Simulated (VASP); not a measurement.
Runs of VASP 6.6.1 on Ge. The structure is cubic, space group Fd-3m (No. 227). Conventional cell: a = 5.674 Å, b = 5.674 Å, c = 5.674 Å, α = 90.00°, β = 90.00°, γ = 90.00°. Ge (site symmetry -43m) has 4 Ge at 2.46 Å as nearest neighbours. 

```csv
task,level,cell,gap on the mesh (eV),pressure (GPa),relaxed volume (Å³/atom)
relaxation of the atoms,PBEsol,atoms relaxed,none,0.1,-
relaxation of cell and atoms,PBEsol,relaxed,none,0.0,22.85
relaxation of the atoms,PBEsol,atoms relaxed from: a relaxed cell with its volume scaled by 1.04,none,-2.4,-
relaxation of cell and atoms,PBE+D3(BJ),relaxed,none,0.0,23.14
relaxation of the atoms,PBEsol,atoms relaxed from: a relaxed cell with its volume scaled by 0.98,(a),1.4,-
```

Alike in all rows: potentials or basis VASP PAW PBE potentials, release 64 (Ge_d); no spin polarisation; k mesh 10 × 10 × 10; cutoff (eV) 600; smearing gaussian 0.03 eV.

Q: Fill in the values left out.

A: (a) 0.10.

Caveats: the PAW data sets were made with another functional, which shifts forces and pressure a little (some runs); the relaxation stopped at its first step, so nothing moved (some runs); this crystal is a semiconductor, whose small gap the functional closes, so the metal is an error of the method (some runs); pairwise dispersion overbinds metals, which lowers pressure and volume (some runs).

A k mesh can miss the band edges, and the runs leave out spin-orbit coupling on Ge.

A gap of «none» marks a metal or a gap under the smearing width.
